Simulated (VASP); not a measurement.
Runs of VASP 6.6.1 on C. Symmetry: P6_3/mmc, No. 194, hexagonal system. The conventional cell has a = 2.461 Å, b = 2.461 Å, c = 6.171 Å, α = 90.00°, β = 90.00°, γ = 120.00°. C (site symmetry -6m2) is surrounded by 3 C at 1.42 Å. Around C (site symmetry -6m2) lie 3 C at 1.42 Å. The cell was built by a generator and needn't be a form met in nature.

| level | gap on the mesh (eV) | pressure (GPa) |
| --- | --- | --- |
| vdW-DF2 | 0.28 | 8.2 |
| rev-vdW-DF2 | (b) | 2.9 |
| PBE | 0.28 | 4.9 |
| PBEsol | 0.26 | 1.5 |
| PBE+TS | 0.28 | (a) |

Alike in all rows: task single point; potentials or basis VASP PAW PBE potentials, release 64 (C); no spin polarisation; cell as given; k mesh 16 × 16 × 4; cutoff (eV) 520; smearing fermi-dirac 0.05 eV.

Estimate the missing entries.

(a) 1.7; (b) 0.27.

Caveats: the PAW data sets were made with another functional, which shifts forces and pressure a little (some runs); this functional lacks dispersion, which binds the layers, so the pressure and a relaxed spacing across them are unreliable (some runs).

A k mesh can miss the band edges.
